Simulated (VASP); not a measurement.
Level of theory: PBE GGA with D4 dispersion, VASP's PBE PAW potentials (set 64) (plane waves; VASP).

VASP input:

### POSCAR
```
SnO
1
    3.8235779986     0.0000000000     0.0000000000
    0.0000000000     3.8235779986     0.0000000000
    0.0000000000    -0.0000000000     4.6706937697
Sn O
2 2
Direct
  0.5000000000   0.0000000000   0.7490815578
  0.0000000000   0.5000000000   0.2509184422
  0.5000000000   0.5000000000   0.0000000000
  0.0000000000   0.0000000000   0.0000000000
```

### INCAR
```
ALGO=Normal
EDIFF=1E-6
EDIFFG=-0.02
ENCUT=520
GGA=PE
IBRION=2
ISIF=3
ISMEAR=1
IVDW=13
LASPH=.TRUE.
LCHARG=.FALSE.
LMAXMIX=4
LREAL=.FALSE.
LWAVE=.FALSE.
NELM=100
NSW=60
PREC=Accurate
SIGMA=0.1
SYSTEM=SnO
```

File KPOINTS:
```
Automatic mesh
0
Gamma
7 7 6
0 0 0
```

POTCAR, in this order: Sn_d O (PBE.64 set). Program: vasp_std.

Output of the run:

### OUTCAR
```
 ion  position               nearest neighbor table
   1  0.500  0.000  0.749-   3 2.24   4 2.24   3 2.24   4 2.24   2 3.57   2 3.57   2 3.57   2 3.57
                             2 3.58   2 3.58   2 3.58   2 3.58
   2  0.000  0.500  0.251-   3 2.24   4 2.24   4 2.24   3 2.24   1 3.57   1 3.57   1 3.57   1 3.57
                             1 3.58   1 3.58   1 3.58   1 3.58
   3  0.500  0.500  0.000-   1 2.24   2 2.24   1 2.24   2 2.24
   4  0.000  0.000  0.000-   1 2.24   2 2.24   2 2.24   1 2.24
  LATTYP: Found a simple tetragonal cell.
 ALAT       =     3.8235779986
 C/A-ratio  =     1.2215505402
 Subroutine PRICEL returns:
 Original cell was already a primitive cell.
 Subroutine GETGRP returns: Found 16 space group operations
The static configuration has the point symmetry D_2d.
 The point group associated with its full space group is D_4h.
The dynamic configuration has the point symmetry D_2d.
 Subroutine INISYM returns: Found 16 space group operations
 Subroutine IBZKPT returns following result:
 Found     40 irreducible k-points:

 Following reciprocal coordinates:
            Coordinates               Weight
  0.000000  0.000000  0.000000      1.000000
  0.142857  0.000000  0.000000      4.000000
  0.285714  0.000000  0.000000      4.000000
...
```

OSZICAR:
```
...
DAV:   5    -0.263396443405E+02   -0.57127E-01   -0.57119E-01  2520   0.711E+00    0.116E+01
DAV:   6    -0.226890235334E+02    0.36506E+01   -0.24798E+01  3248   0.529E+01    0.481E+00
DAV:   7    -0.226726550639E+02    0.16368E-01   -0.23137E+00  2224   0.994E+00    0.253E+00
DAV:   8    -0.226740514795E+02   -0.13964E-02   -0.53718E-01  2728   0.526E+00    0.100E+00
DAV:   9    -0.226542807474E+02    0.19771E-01   -0.15842E-01  3000   0.378E+00    0.262E-01
DAV:  10    -0.226565911114E+02   -0.23104E-02   -0.23177E-02  2872   0.133E+00    0.245E-01
DAV:  11    -0.226552266916E+02    0.13644E-02   -0.85397E-03  2952   0.841E-01    0.249E-02
DAV:  12    -0.226553270873E+02   -0.10040E-03   -0.90316E-04  2048   0.186E-01    0.496E-02
DAV:  13    -0.226553158470E+02    0.11240E-04   -0.36693E-05  2992   0.682E-02    0.285E-02
DAV:  14    -0.226553042584E+02    0.11589E-04   -0.67976E-05  2224   0.682E-02    0.378E-03
DAV:  15    -0.226553046681E+02   -0.40975E-06   -0.54663E-06  2056   0.153E-02
   1 F= -.23775662E+02 E0= -.23775552E+02  d E =-.237757E+02
       N       E                     dE             d eps       ncg     rms          rms(c)
DAV:   1    -0.226626851244E+02   -0.73809E-02   -0.77761E-01  2440   0.658E+00    0.395E-01
DAV:   2    -0.226615692091E+02    0.11159E-02   -0.25406E-02  2480   0.154E+00    0.164E-01
DAV:   3    -0.226608662881E+02    0.70292E-03   -0.27381E-03  2464   0.909E-01    0.673E-02
DAV:   4    -0.226607943736E+02    0.71914E-04   -0.61064E-04  2872   0.285E-01    0.258E-02
DAV:   5    -0.226607816335E+02    0.12740E-04   -0.58866E-05  2536   0.994E-02    0.720E-03
DAV:   6    -0.226607810911E+02    0.54241E-06   -0.34758E-06  1800   0.268E-02
   2 F= -.23778073E+02 E0= -.23778088E+02  d E =-.241080E-02
       N       E                     dE             d eps       ncg     rms          rms(c)
DAV:   1    -0.226652909216E+02   -0.45093E-02   -0.60327E-01  2432   0.579E+00    0.345E-01
DAV:   2    -0.226645604513E+02    0.73047E-03   -0.20099E-02  2480   0.137E+00    0.145E-01
DAV:   3    -0.226640131788E+02    0.54727E-03   -0.22123E-03  2416   0.815E-01    0.580E-02
DAV:   4    -0.226639640314E+02    0.49147E-04   -0.47605E-04  2944   0.240E-01    0.234E-02
DAV:   5    -0.226639532647E+02    0.10767E-04   -0.40821E-05  2456   0.837E-02    0.616E-03
DAV:   6    -0.226639529117E+02    0.35303E-06   -0.25931E-06  1528   0.251E-02
   3 F= -.23778549E+02 E0= -.23778676E+02  d E =-.288676E-02
       N       E                     dE             d eps       ncg     rms          rms(c)
DAV:   1    -0.226932114138E+02   -0.29258E-01   -0.64712E-01  2424   0.116E+01    0.951E-01
DAV:   2    -0.226761013020E+02    0.17110E-01   -0.86940E-02  2536   0.310E+00    0.312E-01
DAV:   3    -0.226732407927E+02    0.28605E-02   -0.76942E-03  2416   0.171E+00    0.134E-01
DAV:   4    -0.226726966052E+02    0.54419E-03   -0.22786E-03  2872   0.786E-01    0.413E-02
DAV:   5    -0.226726606547E+02    0.35951E-04   -0.48959E-04  2664   0.217E-01    0.211E-02
DAV:   6    -0.226726455433E+02    0.15111E-04   -0.36450E-05  3016   0.609E-02    0.897E-03
DAV:   7    -0.226726446123E+02    0.93095E-06   -0.45495E-06  2472   0.238E-02
   4 F= -.23779391E+02 E0= -.23779536E+02  d E =-.842078E-03
       N       E                     dE             d eps       ncg     rms          rms(c)
DAV:   1    -0.226746723004E+02   -0.20268E-02   -0.20130E-02  2424   0.202E+00    0.169E-01
DAV:   2    -0.226741386872E+02    0.53361E-03   -0.27200E-03  2544   0.545E-01    0.554E-02
DAV:   3    -0.226740498256E+02    0.88862E-04   -0.24002E-04  2416   0.305E-01    0.237E-02
DAV:   4    -0.226740308079E+02    0.19018E-04   -0.71493E-05  2872   0.139E-01    0.740E-03
DAV:   5    -0.226740277729E+02    0.30349E-05   -0.15694E-05  2648   0.390E-02    0.377E-03
DAV:   6    -0.226740266086E+02    0.11643E-05   -0.89310E-07  1016   0.109E-02    0.158E-03
DAV:   7    -0.226740265219E+02    0.86767E-07   -0.59420E-07   984   0.650E-03
   5 F= -.23779391E+02 E0= -.23779527E+02  d E =-.841697E-03
       N       E                     dE             d eps       ncg     rms          rms(c)
DAV:   1    -0.226736984569E+02    0.32815E-03   -0.15305E-03  2408   0.559E-01    0.463E-02
DAV:   2    -0.226736567370E+02    0.41720E-04   -0.20418E-04  2560   0.151E-01    0.153E-02
DAV:   3    -0.226736497649E+02    0.69720E-05   -0.18135E-05  2408   0.848E-02    0.649E-03
DAV:   4    -0.226736492412E+02    0.52374E-06   -0.52885E-06  2256   0.380E-02
   6 F= -.23779395E+02 E0= -.23779534E+02  d E =-.846063E-03
       N       E                     dE             d eps       ncg     rms          rms(c)
DAV:   1    -0.226755061298E+02   -0.18564E-02   -0.39046E-02  2672   0.175E+00    0.176E-01
DAV:   2    -0.226749554680E+02    0.55066E-03   -0.19746E-03  2560   0.499E-01    0.939E-02
DAV:   3    -0.226747854738E+02    0.16999E-03   -0.25931E-04  2616   0.256E-01    0.401E-02
DAV:   4    -0.226747498247E+02    0.35649E-04   -0.80386E-05  2896   0.108E-01    0.701E-03
DAV:   5    -0.226747491209E+02    0.70381E-06   -0.18778E-05  2360   0.526E-02    0.366E-03
DAV:   6    -0.226747488203E+02    0.30056E-06   -0.18718E-06  1184   0.131E-02
   7 F= -.23779847E+02 E0= -.23779996E+02  d E =-.452521E-03
       N       E                     dE             d eps       ncg     rms          rms(c)
DAV:   1    -0.226752228548E+02   -0.47373E-03   -0.61918E-03  2696   0.695E-01    0.697E-02
DAV:   2    -0.226751353954E+02    0.87459E-04   -0.30088E-04  2544   0.198E-01    0.373E-02
DAV:   3    -0.226751087834E+02    0.26612E-04   -0.41594E-05  2648   0.103E-01    0.159E-02
DAV:   4    -0.226751026785E+02    0.61050E-05   -0.12877E-05  2872   0.427E-02    0.281E-03
DAV:   5    -0.226751022856E+02    0.39282E-06   -0.27685E-06  1448   0.211E-02
   8 F= -.23779944E+02 E0= -.23780094E+02  d E =-.549283E-03
       N       E                     dE             d eps       ncg     rms          rms(c)
DAV:   1    -0.226761913731E+02   -0.10887E-02   -0.24744E-02  2672   0.139E+00    0.139E-01
DAV:   2    -0.226758444629E+02    0.34691E-03   -0.12067E-03  2568   0.394E-01    0.748E-02
DAV:   3    -0.226757360414E+02    0.10842E-03   -0.16419E-04  2632   0.205E-01    0.316E-02
DAV:   4    -0.226757136159E+02    0.22425E-04   -0.50566E-05  2880   0.845E-02    0.554E-03
DAV:   5    -0.226757129808E+02    0.63506E-06   -0.11567E-05  2240   0.414E-02    0.286E-03
DAV:   6    -0.226757127802E+02    0.20065E-06   -0.10619E-06  1008   0.102E-02
   9 F= -.23780044E+02 E0= -.23780190E+02  d E =-.648994E-03
       N       E                     dE             d eps       ncg     rms          rms(c)
DAV:   1    -0.226757442898E+02   -0.31309E-04   -0.51773E-02  2480   0.232E+00    0.189E-01
DAV:   2    -0.226753205479E+02    0.42374E-03   -0.21553E-03  2584   0.620E-01    0.105E-01
DAV:   3    -0.226750568211E+02    0.26373E-03   -0.45922E-04  2640   0.422E-01    0.214E-02
DAV:   4    -0.226750592235E+02   -0.24024E-05   -0.10974E-04  2312   0.997E-02    0.108E-02
DAV:   5    -0.226750600486E+02   -0.82513E-06   -0.10529E-05  2376   0.540E-02    0.368E-03
DAV:   6    -0.226750598557E+02    0.19287E-06   -0.15063E-06  1336   0.209E-02
  10 F= -.23780287E+02 E0= -.23780426E+02  d E =-.243334E-03
       N       E                     dE             d eps       ncg     rms          rms(c)
DAV:   1    -0.226748292817E+02    0.23077E-03   -0.10545E-02  2520   0.105E+00    0.851E-02
DAV:   2    -0.226747401244E+02    0.89157E-04   -0.42015E-04  2600   0.279E-01    0.471E-02
DAV:   3    -0.226746871212E+02    0.53003E-04   -0.92932E-05  2640   0.189E-01    0.991E-03
DAV:   4    -0.226746881132E+02   -0.99202E-06   -0.22431E-05  2296   0.446E-02    0.479E-03
DAV:   5    -0.226746886926E+02   -0.57937E-06   -0.18603E-06  1136   0.247E-02
  11 F= -.23780321E+02 E0= -.23780456E+02  d E =-.277599E-03
```

### OUTCAR
```
------------------------ aborting loop because EDIFF is reached ----------------------------------------
  Edisp (eV):   -1.10563
  FORCE on cell =-STRESS in cart. coord.  units (eV):
  Direction    XX          YY          ZZ          XY          YZ          ZX
  --------------------------------------------------------------------------------------
  Total       0.04213     0.04213     0.07981     0.00000     0.00000     0.00000
  in kB       0.97507     0.97507     1.84701     0.00000     0.00000     0.00000
  external pressure =        1.27 kB  Pullay stress =        0.00 kB
  volume of cell :       69.23
      direct lattice vectors                 reciprocal lattice vectors
     3.836841014  0.000000000  0.000000000     0.260631075  0.000000000  0.000000000
     0.000000000  3.836841014 -0.000000000     0.000000000  0.260631075  0.000000000
     0.000000000 -0.000000000  4.702540271     0.000000000  0.000000000  0.212651023
 POSITION                                       TOTAL-FORCE (eV/Angst)
 -----------------------------------------------------------------------------------
      1.91842     -0.00000      3.54234         0.000000     -0.000000      0.012826
      0.00000      1.91842      1.16020        -0.000000      0.000000     -0.012826
      1.91842      1.91842     -0.00000        -0.000000     -0.000000      0.000000
      0.00000      0.00000      0.00000        -0.000000      0.000000      0.000000
 -----------------------------------------------------------------------------------
    total drift:                                0.000000      0.000000     -0.000000
  FREE ENERGIE OF THE ION-ELECTRON SYSTEM (eV)
  ---------------------------------------------------
  free  energy   TOTEN  =       -23.7803214869 eV

  energy  without entropy=      -23.7807263193  energy(sigma->0) =      -23.78045643

 reached required accuracy - stopping structural energy minimisation
```
(Selected blocks of OUTCAR.)

CONTCAR:
```
SnO
   1.00000000000000
     3.8368410144007408    0.0000000000000000    0.0000000000000000
     0.0000000000000000    3.8368410144007408   -0.0000000000000000
     0.0000000000000000   -0.0000000000000000    4.7025402707453328
  Sn              O
     2     2
Direct
     0.5000000000000000    0.0000000000000000    0.7532828858562186
     0.0000000000000000    0.5000000000000000    0.2467171141437813
     0.5000000000000000    0.5000000000000000    0.0000000000000000
     0.0000000000000000    0.0000000000000000    0.0000000000000000
```

The compound is SnO in the litharge structure. This run relaxes it. Symmetry was kept, so distortions that lower it aren't found. The start is the result of an earlier pass.
